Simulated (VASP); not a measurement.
AlBP2, 4 atoms in the cell. It takes space group P-4m2 (No. 115, tetragonal). Conventional cell: a = 3.415 Å, b = 3.415 Å, c = 5.280 Å, α = 90.00°, β = 90.00°, γ = 90.00°. B (site symmetry -4m2) has 4 P at 2.03 Å as nearest neighbours. P (site symmetry 2mm) is surrounded by 2 B at 2.03 Å and 2 Al at 2.30 Å. Al (site symmetry -4m2) has 4 P at 2.30 Å as nearest neighbours. The cell was built by a generator and needn't be a form met in nature. The cell isn't the ideal one: epitaxial_xy strain -2.2%.

```yaml
Program: VASP 6.6.1
Task: single point
Functional: HSE06
Potentials_or_basis: VASP PAW PBE potentials, release 64 (B, P, Al)
Cutoff: 520 eV
k_mesh: 6 × 6 × 4
Occupations: gaussian, width 0.01 eV
Spin: no spin polarisation
Dipole_correction: no
Exchange_at_q_=_0: truncated
Grid_for_exact_exchange_PRECFOCK: Normal
Screening_parameter: 0.2079 1/A
Further_INCAR_settings: ALGO = Normal; EDIFF = 1e-06; NBANDS = 16
```

Potentials or basis: VASP PAW PBE potentials, release 64 (B, P, Al).

Run with:

```bash
$ cat potpaw_PBE.64/B/POTCAR potpaw_PBE.64/P/POTCAR potpaw_PBE.64/Al/POTCAR > POTCAR
$ cp INCAR.step1 INCAR
$ mpirun -np 1 vasp_std > vasp.out
$ cp INCAR.step2 INCAR
$ mpirun -np 1 vasp_std > vasp.out
```

Hardware: 1 thread of Intel(R) Xeon(R) 6975P-C (Granite Rapids), on a shared host.

Problem. How long does it take, and how much memory?

Solution. Wall time 21 min on 1 thread of Intel(R) Xeon(R) 6975P-C (Granite Rapids), on a shared host, peak memory 0.3 GiB. Counts: scf iterations 10, k points 30.
